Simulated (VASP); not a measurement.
These are vdW-DF-cx, VASP's PBE PAW potentials (set 64) (plane waves; VASP) values and carry that method's errors.

Input for VASP

### KPOINTS
```
Automatic mesh
0
Gamma
6 6 6
0 0 0
```

**INCAR**
```
SYSTEM = KZnF3
PREC = Accurate; ENCUT = 520; LREAL = .False.
LASPH = .True.
EDIFF = 1E-7; NELM = 100; ALGO = Normal
LMAXMIX = 4
ISMEAR = 0; SIGMA = 0.05
GGA = CX; LUSE_VDW = .True.; AGGAC = 0.0
ISIF = 2
LWAVE = .False.; LCHARG = .False.
```

POSCAR:
```
KZnF3
1
    4.1544206408     0.0000000000     0.0000000000
    0.0000000000     4.1544206408     0.0000000000
    0.0000000000     0.0000000000     4.1544206408
K Zn F
1 1 3
Direct
  0.0000000000   0.0000000000   0.0000000000
  0.5000000000   0.5000000000   0.5000000000
  0.5000000000   0.0000000000   0.5000000000
  0.0000000000   0.5000000000   0.5000000000
  0.5000000000   0.5000000000   0.0000000000
```

POTCAR, in this order: K_sv Zn F (PBE.64 set). Program: vasp_std.

### Question
Predict the energy per atom (σ→0), pressure, band gap (on the k-mesh).

### Answer

```yaml
energy per atom (σ→0): -1.886 eV/atom
band gap (on the k-mesh): 3.64 eV
pressure: -3.81 GPa
```

**OSZICAR**
```
...
DAV:  11    -0.943093276773E+01    0.68745E-03   -0.13634E-02  1455   0.166E+00    0.135E-01
DAV:  12    -0.943107599462E+01   -0.14323E-03   -0.60017E-04  1118   0.215E-01    0.136E-01
DAV:  13    -0.943089707517E+01    0.17892E-03   -0.10349E-03  1322   0.111E+00    0.481E-02
DAV:  14    -0.943089674698E+01    0.32819E-06   -0.39560E-04  1129   0.137E-01    0.574E-03
DAV:  15    -0.943089735200E+01   -0.60502E-06   -0.88180E-06  1369   0.774E-02    0.208E-03
DAV:  16    -0.943089748452E+01   -0.13252E-06   -0.13555E-06  1436   0.181E-02    0.777E-04
DAV:  17    -0.943089749909E+01   -0.14566E-07   -0.16012E-07   813   0.525E-03
   1 F= -.94308975E+01 E0= -.94308975E+01  d E =-.165969E-19
```

The compound is KZnF3 in the cubic perovskite structure. This cell is one point of a volume scan, at 1.06 of the reference volume.
